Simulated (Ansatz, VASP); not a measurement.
# Cross-check of SnO between VASP and Ansatz, part 2 of 2

One calculation is typed for both programs; each brings its own data sets. How far apart do they land? The cell is generated by rule, not measured, and may not be a known phase. The cell is taken from a series of runs on this material, whose earlier steps may have relaxed, scaled, displaced or heated it; both programs get it as it stands.

VASP 6.6.1 and Ansatz 0.2.0.

So far. Step 5 (Ansatz: single point, PBEsol, pair 2): The run ends at a pressure of 0.10 GPa, with forces up to 0.33 eV/Å. Step 6 (VASP: single point, PBEsol, pair 2): The run ends at a pressure of 0.05 GPa, with forces up to 0.33 eV/Å.

The structure was built from a prototype and need not be the compound's stable phase.

## Step 7: Differences

Both answers:

```tsv
quantity	Ansatz	VASP	difference
pressure (GPa)	0.10	0.05	+0.05
```

Forces (eV/Å; atoms numbered as in POSCAR):

```tsv
atom	Ansatz x, y, z	VASP x, y, z
Sn1	0.193, -0.193, -0.193	0.189, -0.189, -0.189
O2	-0.193, 0.193, 0.193	-0.189, 0.189, 0.189
```

The forces differ by 3.9 meV/Å r.m.s., which is 2.1 % of the r.m.s. force of 0.189 eV/Å (both taken over all components).

## Step 8: VASP: single point, PBEsol, pair 3

A single point gives forces, pressure and levels at one fixed geometry, so differences don't come from the geometry; what else differs is listed under the comparison.

INCAR

```
SYSTEM = SnO
PREC = Accurate
ENCUT = 600
EDIFF = 1E-06
NELM = 120
ISMEAR = 1
SIGMA = 0.15
LREAL = .FALSE.
ALGO = Normal
GGA = PS
NBANDS = 16
LORBIT = 11
LWAVE = .FALSE.
LCHARG = .FALSE.
ISIF = 2
LASPH = .TRUE.
GGA_COMPAT = .FALSE.
EFERMI = MIDGAP
```

POSCAR

```
SnO
1.0
    3.0805550157      0.0000000000      0.0000000000
    0.0000000000      3.0805550157      0.0000000000
    0.0000000000      0.0000000000      3.0805550157
Sn O
1 1
Direct
    0.0113665443      0.9886334557      0.9886334557
    0.4156620739      0.5843379261      0.5843379261
```

KPOINTS

```
Automatic mesh
0
Gamma
12 12 12
0 0 0
```

The projector-augmented-wave data sets are Sn_d and O (PBE family, release 64).

On the command line:

```
mpirun -np 1 vasp_std
```

Numbers of over 12 decimals in the logs are rounded to 6 here.

What it wrote:

```text
[... set-up lines as in an earlier step ...]
 entering main loop
       N       E                     dE             d eps       ncg     rms          rms(c)
DAV:   1     0.149650537728E+03    0.14965E+03   -0.11438E+04  6272   0.215E+03
DAV:   2    -0.300349988781E+00   -0.14995E+03   -0.14381E+03  6824   0.442E+02
DAV:   3    -0.122828279432E+02   -0.11982E+02   -0.11926E+02  7072   0.105E+02
DAV:   4    -0.125132697339E+02   -0.23044E+00   -0.23040E+00  7072   0.155E+01
[...]
DAV:  11    -0.109671363899E+02    0.25368E-04   -0.12628E-04  9272   0.186E-01    0.135E-02
DAV:  12    -0.109671355482E+02    0.84176E-06   -0.17895E-05  8048   0.397E-02    0.456E-03
DAV:  13    -0.109671354606E+02    0.87591E-07   -0.15770E-06  3944   0.124E-02
   1 F= -.10967135E+02 E0= -.10967184E+02  d E =0.146859E-03
```

From OUTCAR (step 8):

```text
  Total        0.9500015      0.9500015      0.9500015     -0.2521853      0.2521853     -0.2521853
  in kB       52.0652482     52.0652482     52.0652482    -13.8211262     13.8211262    -13.8211262
  external PRESSURE =      52.0652482 kB  Pullay stress =       0.0000000 kB

 POSITION                                       TOTAL-FORCE (eV/Angst)
 -----------------------------------------------------------------------------------
      0.03502      3.04554      3.04554         0.378947     -0.378947     -0.378947
      1.28047      1.80009      1.80009        -0.378947      0.378947      0.378947
 -----------------------------------------------------------------------------------
    total drift:                                0.000073     -0.000073     -0.000073

  FREE ENERGIE OF THE ION-ELECTRON SYSTEM (eV)
  ---------------------------------------------------
  free  energy   TOTEN  =       -10.9671354606 eV

  energy  without entropy=      -10.9672823198  energy(sigma->0) =      -10.96718441

[... 2 parts as in an earlier step ...]

[... 1 further part left out ...]
[key lines of the parts left out:]
E-fermi :   8.6065
```

Methfessel-Paxton smearing is not meant for a cell with a gap.

## Step 9: Ansatz: single point, PBEsol, pair 3

The same cell, functional, mesh and smearing now go to Ansatz, which takes its cutoff from its data sets.

The cell is taken from a series of runs on this material, whose earlier steps may have relaxed, scaled, displaced or heated it; both programs get it as it stands.

input.yaml

```yaml
crystal:
  lattice:
    - [3.0805550157, 0.0, 0.0]
    - [0.0, 3.0805550157, 0.0]
    - [0.0, 0.0, 3.0805550157]
  atoms:
    - { symbol: Sn, position: [0.0113665443, -0.0113665443, -0.0113665443] }
    - { symbol: O, position: [0.4156620739, 0.5843379261, 0.5843379261] }
kpoints:
  mp_grid: { grid: [12, 12, 12] }
hamiltonian:
  xc: pbesol
scf:
  occupations: { method: methfessel_paxton, width: 0.15 }
output:
  forces: true
  stress: true
  eigenvalues: true
```

On the command line:

```
ansatz run input.yaml --threads 4 --pin off --max-ram 7168MiB --backend cpu --events-out ev --progress --plain --runs-dir out
```

What it wrote:

```text
[...]
Crystal: 2 atoms, lattice volume = 29.234 Å³
Basis set: ecut = 420 eV, 587 PW (Γ), exchange–correlation on 48×48×48 points (8 copies of the dense FFT grid, shifted against one another)
Bands: 14, of which v1, the nominal top of the filled ones, is band 10 counted from 1 (9 counted from 0)
Symmetry: 6 space group operations
[...]
k-points: 189 of 1728 (time reversal used)
[...]
--- Band table (eV; the first three rows and the last of 189) ---
  k-point 0: bands = [... 6 lower, 4.7692, 8.7436, 9.1159, 9.1159, 18.1130, 18.1130, 21.5559, 22.2082]
  k-point 1: bands = [... 6 lower, 4.6461, 8.7813, 9.1484, 9.1563, 17.7684, 18.1921, 21.1034, 22.1931]
  k-point 2: bands = [... 6 lower, 4.3044, 8.8800, 9.2375, 9.3086, 16.8007, 18.4194, 20.8324, 22.1505]
  k-point 188: bands = [... 6 lower, 7.1062, 7.8401, 7.8401, 11.0503, 12.3768, 12.3768, 13.6378, 23.6284]
[key lines of the parts left out:]
SCF converged after 6 iterations
Free energy (F): -6509.558551 eV
Fermi energy:    12.057175 eV
P = ⅓ Tr σ = 5.1327 GPa (51.327 kbar)
```

The run ends at a pressure of 5.13 GPa, with forces up to 0.70 eV/Å.

## Step 10: Side by side

Both answers:

```tsv
quantity	Ansatz	VASP	difference
pressure (GPa)	5.13	5.21	-0.07
gap on the k mesh (eV)	0.413	0.421	-0.008
```

Forces (eV/Å; atoms numbered as in POSCAR):

```tsv
atom	Ansatz x, y, z	VASP x, y, z
Sn1	0.407, -0.407, -0.407	0.379, -0.379, -0.379
O2	-0.407, 0.407, 0.407	-0.379, 0.379, 0.379
```

The forces differ by 28 meV/Å r.m.s., which is 7.3 % of the r.m.s. force of 0.379 eV/Å (both taken over all components). A gap on the mesh is an upper bound, since the band edges may lie between its points.

## Step 11: Summary of results

* r.m.s. force difference (single point, PBEsol, pair 1): 2.0 meV/Å
* r.m.s. force difference (single point, PBEsol, pair 2): 3.9 meV/Å
* r.m.s. force difference (single point, PBEsol, pair 3): 7.3 % of the r.m.s. force

In words: The r.m.s. force difference is 7.3 % of the r.m.s. force (single point, PBEsol, pair 3), beyond the 3 % picked in this series as the mark of a large difference. What causes the difference of the single point, PBEsol, pair 3 pair stays open here. 5 further runs of this series are not shown here. Such differences can come from data sets, numerical settings and the points named under the comparisons, not from the functional's error against experiment.

[Lines on the potential files, build, host, timing and source positions are cut from VASP's logs without a mark.]

[Logs are printed without paths, hosts, clocks, repeated set-up lines and the standing remarks that a program may print on its own settings, such as how far it seeks lower states.]

[Hosts, paths, dates, database ids (printed as entryN), source tags and the programs' standing remarks are cut or masked in the printed files.]
